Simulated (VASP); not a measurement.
An input for Ansatz (written as the equivalent of a VASP run, and not itself run):

Ansatz 0.2 input:
```yaml
crystal:
  lattice:
    - [0.0000000, 2.1887657, 2.1887657]
    - [2.1887657, 0.0000000, 2.1887657]
    - [2.1887657, 2.1887657, 0.0000000]
  atoms:
    - { symbol: Al, position: [0.0000000, 0.0000000, 0.0000000] }
    - { symbol: N, position: [0.2500000, 0.2500000, 0.2500000] }
kpoints:
  mp_grid: { grid: [10, 10, 10] }
hamiltonian:
  xc: pbesol
  pseudopotentials: { kind: paw }
scf:
  occupations: { method: gaussian, width: 0.05 }
  max_iter: 100
output: { forces: true, stress: true, eigenvalues: true }
```

**Question.** Translate this input to VASP (INCAR, KPOINTS, POSCAR, choice of POTCAR).

**Answer.** Several could match; the one computed here: 
File POSCAR:
```
AlN
1
   -0.0000000000     2.1887657021     2.1887657021
    2.1887657021     0.0000000000     2.1887657021
    2.1887657021     2.1887657021    -0.0000000000
Al N
1 1
Direct
  0.0000000000   0.0000000000   0.0000000000
  0.2500000000   0.2500000000   0.2500000000
```

### KPOINTS
```
Automatic mesh
0
Gamma
10 10 10
0 0 0
```

**INCAR**
```
ISMEAR = 0   # Gaussian
ENCUT = 600
LCHARG = .FALSE.
SYSTEM = AlN
ALGO = Normal
PREC = Accurate
ISIF = 2
SIGMA = 0.05   # width (eV)
LREAL = .FALSE.
NELM = 100   # most electronic steps
LWAVE = .FALSE.
LASPH = .TRUE.   # aspherical one-centre terms
GGA = PS   # PBEsol
EDIFF = 1E-7   # SCF stop (eV)
```

POTCAR, in this order: Al N (PBE.64 set). Program: vasp_std.

Limits of the translation: each code has its own PAW files, so the cut-off isn't converted (ENCUT is set for VASP's; basis.ecutwfc is left out, and Ansatz then takes the one that its files recommend); Ansatz stops its SCF on the density residual and VASP on the energy change (EDIFF).

The compound is AlN in the zinc blende structure, a metastable form; wurtzite is the usual one. It was relaxed first.
